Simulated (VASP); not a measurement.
Crystal: Be3CdSe4.

```
Be Cd Se
1.0
     0.00000    4.28615    4.80431
     3.93533    0.00000    4.80431
     3.93533    4.28615    0.00000
Be Cd Se
3 1 4
Direct
  0.75159 0.24841 0.75159
  0.24841 0.75159 0.24841
  0.50000 0.50000 0.50000
  0.00000 0.00000 0.00000
  0.25000 0.25000 0.25000
  0.75000 0.75000 0.75000
  0.00000 0.50000 0.00000
  0.50000 0.00000 0.50000
```

The cell was built by a generator and needn't be a form met in nature.

* Program: VASP 6.6.1
* Task: relaxation of cell and atoms
* Functional: PBE
* Potentials or basis: VASP PAW PBE potentials, release 64 (Be, Cd, Se)
* Cutoff: 520 eV
* k mesh: 3 × 3 × 3
* Occupations: gaussian, width 0.15 eV
* Spin: no spin polarisation

At the start: pressure 18.5 GPa; volume 20.26 Å³/atom.

Where does the relaxation end?

Over 23 steps the energy falls by 1053.0 meV/atom and the volume is 19.11 Å³/atom (-5.7 %); space group I4/mmm (No. 139, to 0.05 Å).

The path:
| step | energy change (eV) | largest force (eV/Å) | pressure (GPa) | volume (Å³) |
| --- | --- | --- | --- | --- |
| 1 | 0.0000 | 2.5655 | 18.51 | 162.07 |
| 2 | -4.2544 | 0.4815 | -9.71 | 215.66 |
| 3 | -4.9200 | 0.5693 | -5.52 | 193.35 |
| 4 | -4.9518 | 0.5325 | -7.08 | 197.85 |
| 5 | -4.9534 | 0.5395 | -6.70 | 196.67 |
| 6 | -6.5314 | 0.5458 | -6.28 | 174.85 |
| 7 | -4.9312 | 0.3625 | 33.14 | 117.66 |
| 8 | -7.3052 | 0.6033 | -4.78 | 161.00 |
| 9 | -7.9782 | 0.3288 | 5.25 | 138.86 |
| 10 | -7.9848 | 0.4122 | 1.35 | 144.76 |
| 11 | -8.0091 | 0.3794 | 2.66 | 142.37 |
| 12 | -8.2603 | 0.2580 | 3.93 | 143.50 |
| 13 | -8.2667 | 0.2623 | 3.78 | 143.42 |
| 14 | -8.3366 | 0.2729 | -1.43 | 154.38 |
| 15 | -8.3557 | 0.2698 | -0.08 | 150.72 |
| 16 | -8.3556 | 0.2695 | 0.12 | 150.48 |
| 17 | -8.3680 | 0.2573 | -0.01 | 151.07 |
| 18 | -8.3742 | 0.2400 | -0.21 | 151.87 |
| 19 | -8.3840 | 0.2228 | -0.08 | 151.85 |
| 20 | -8.4057 | 0.1640 | 0.24 | 151.76 |
| 21 | -8.4109 | 0.0006 | 0.89 | 151.57 |
| 22 | -8.4155 | 0.0804 | 0.62 | 151.66 |
| 23 | -8.4240 | 0.0355 | 0.04 | 152.85 |

Final structure:
```yaml
crystal:
  lattice:
    - [0.00000, 5.92477, 3.59038]
    - [3.59276, 0.00000, 3.59038]
    - [3.59276, 5.92477, 0.00000]
  atoms:
    - { symbol: Be, position: [0.71109, 0.28891, 0.71109] }
    - { symbol: Be, position: [0.28891, 0.71109, 0.28891] }
    - { symbol: Be, position: [0.50000, 0.50000, 0.50000] }
    - { symbol: Cd, position: [0.00000, 0.00000, 0.00000] }
    - { symbol: Se, position: [0.25000, 0.25000, 0.25000] }
    - { symbol: Se, position: [0.75000, 0.75000, 0.75000] }
    - { symbol: Se, position: [0.00000, 0.50000, 0.00000] }
    - { symbol: Se, position: [0.50000, 0.00000, 0.50000] }
```

Caveat: the k mesh is coarse (spacing up to 0.42 Å⁻¹), so the values aren't converged.
